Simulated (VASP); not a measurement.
Level of theory: r2SCAN meta-GGA, VASP's PBE PAW potentials (set 64) (plane waves; VASP).

The input files of a VASP run:

KPOINTS:
```
Automatic mesh
0
Gamma
10 7 1
0 0 0
```

### INCAR
```
SYSTEM=Ir(110) slab
PREC=Normal; ENCUT=400; LREAL=F
LASPH=T
EDIFF=1E-6; NELM=100; NELMIN=4
ALGO=Normal; LMAXMIX=6; LMIXTAU=T
ISMEAR=1; SIGMA=0.1
METAGGA=R2SCAN
LWAVE=F; LCHARG=F; LORBIT=11
LVHAR=T
DIPOL=0.5 0.5 0.5
LDIPOL=T; IDIPOL=3
```

File POSCAR:
```
Ir(110) slab
1
    2.7237367884     0.0000000000     0.0000000000
    0.0000000000     3.8519455628     0.0000000000
    0.0000000000     0.0000000000    25.9416095083
Ir
8
Direct
  0.0000000000   0.0000000000   0.3216870286
  0.5000000000   0.5000000000   0.3661972739
  0.0000000000   0.0000000000   0.4221653289
  0.5000000000   0.5000000000   0.4748921749
  0.0000000000   0.0000000000   0.5251078251
  0.5000000000   0.5000000000   0.5778346711
  0.0000000000   0.0000000000   0.6338027261
  0.5000000000   0.5000000000   0.6783129714
```

POTCAR, in this order: Ir (PBE.64 set). Program: vasp_std. Read from the step before: WAVECAR.

Unless said otherwise, spin-orbit coupling is left out, though it shifts the bands of the heavy elements here.

Question: What does the run give for the energy per atom (σ→0), band gap (on the k-mesh)?

Answer: 
- energy per atom (σ→0) = -51.864 eV/atom
- band gap (on the k-mesh) = none (metal, semimetal or under 0.01 eV)

**OSZICAR**
```
...
DAV:   5    -0.414910532798E+03    0.37561E-05   -0.20327E-05  2833   0.312E-02    0.484E-03
DAV:   6    -0.414910539363E+03   -0.65649E-05   -0.17968E-06  1458   0.115E-02    0.591E-03
DAV:   7    -0.414910541969E+03   -0.26057E-05   -0.32918E-07  1218   0.415E-03    0.606E-03
DAV:   8    -0.414910543338E+03   -0.13694E-05   -0.36399E-07  1187   0.523E-03    0.386E-03
DAV:   9    -0.414910536807E+03    0.65306E-05   -0.55911E-07  1185   0.704E-03    0.823E-04
DAV:  10    -0.414910538836E+03   -0.20281E-05   -0.23862E-07  1143   0.409E-03    0.358E-04
DAV:  11    -0.414910538413E+03    0.42297E-06   -0.56716E-08  1071   0.172E-03
   1 F= -.41491054E+03 E0= -.41490945E+03  d E =-.325243E-02
```

The cell is a thin slab with vacuum, built from Ir (fcc): (110) face.
